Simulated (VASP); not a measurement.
# Cr3CdN: single point with r2SCAN

The system is Cr3CdN.

```
Cd N Cr
1.0
     4.08596    0.00000    0.00000
     0.00000    4.08596    0.00000
     0.00000    0.00000    4.08596
Cd N Cr
1 1 3
Cartesian
  0.0000 0.0000 0.0000
  2.0430 2.0430 2.0430
  0.0000 2.0430 2.0430
  2.0430 0.0000 2.0430
  2.0430 2.0430 0.0000
```

The cell was built by a generator and needn't be a form met in nature.

- Program: VASP 6.6.1
- Task: single point
- Functional: r2SCAN
- Potentials or basis: VASP PAW PBE potentials, release 64 (Cd, N, Cr_pv)
- Cutoff: 520 eV
- k mesh: 8 × 8 × 8
- Occupations: fermi-dirac, width 0.1 eV
- Spin: no spin polarisation

- Pressure: -25.2 GPa
- Band gap on the k mesh: none (metal or under the smearing width)
- Valence electrons inside the program's atomic spheres: Cd 10.45; N 3.71; Cr 10.80

Levels at points of the mesh, in eV from the Fermi level:
```tsv
k point	band 24	band 25	band 26	band 27	band 28	band 29
(0.00, 0.00, 0.00)	-1.73	0.46	0.46	0.46	0.51	0.51
(0.50, 0.00, 0.00)	-0.87	-0.52	0.22	0.24	0.24	0.24
(0.50, 0.50, 0.00)	-0.82	-0.71	-0.71	-0.13	0.39	0.45
(0.50, 0.50, 0.50)	-0.80	-0.80	-0.57	-0.57	-0.57	0.74
```

It took 3.4 min on 1 thread of Intel(R) Xeon(R) Platinum 8375C CPU @ 2.90GHz (Ice Lake) (shared host), peak memory 0.21 GiB.

Caveat: so large a pressure means that the cell lies far from this level's equilibrium, or that cutoff or potentials fall short; the potentials were made for another functional, which shifts forces and pressure; the run has no spin polarisation, though such a crystal can be magnetic. With open d or f shells a metallic result of r2SCAN can be an artefact of self-interaction; +U or a hybrid may open a gap.
